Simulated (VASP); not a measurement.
BAu:

```
B Au
1.0
     3.23686    0.00000    0.00000
    -1.61843    2.80320    0.00000
     0.00000    0.00000    2.84935
B Au
1 1
Direct
  0.00000 0.00000 0.00000
  0.33333 0.66667 0.50000
```

The cell was built by a generator and needn't be a form met in nature.

| Quantity | Value |
| --- | --- |
| Program | VASP 6.6.1 |
| Task | relaxation of cell and atoms |
| Functional | RPBE |
| Potentials or basis | VASP PAW PBE potentials, release 64 (B, Au) |
| Cutoff | 600 eV |
| k mesh | 9 × 9 × 9 |
| Occupations | gaussian, width 0.05 eV |
| Spin | no spin polarisation |

At the start: pressure 3.1 GPa; volume 12.93 Å³/atom.

How do energy, volume and symmetry change on relaxing?

Over 6 steps the energy falls by 2.2 meV/atom and the volume is 13.17 Å³/atom (+1.9 %); space group P-6m2 (No. 187, to 0.05 Å).

The path:
```
step  energy change (eV)  largest force (eV/Å)  pressure (GPa)  volume (Å³)
   1              0.0000                0.0001            3.07        25.85
   2              0.0000                0.0000           -2.80        26.79
   3             -0.0043                0.0000            0.03        26.31
   4             -0.0043                0.0000           -0.02        26.32
   5             -0.0044                0.0000           -0.05        26.33
   6             -0.0044                0.0000           -0.06        26.34
```

Final structure:
```yaml
crystal:
  lattice:
    - [3.26004, 0.00000, 0.00000]
    - [-1.63002, 2.82327, 0.00000]
    - [0.00000, 0.00000, 2.86206]
  atoms:
    - { symbol: B, position: [0.00000, 0.00000, 0.00000] }
    - { symbol: Au, position: [0.33333, 0.66667, 0.50000] }
```

Caveat: the PAW data sets were made with another functional, which shifts forces and pressure a little.
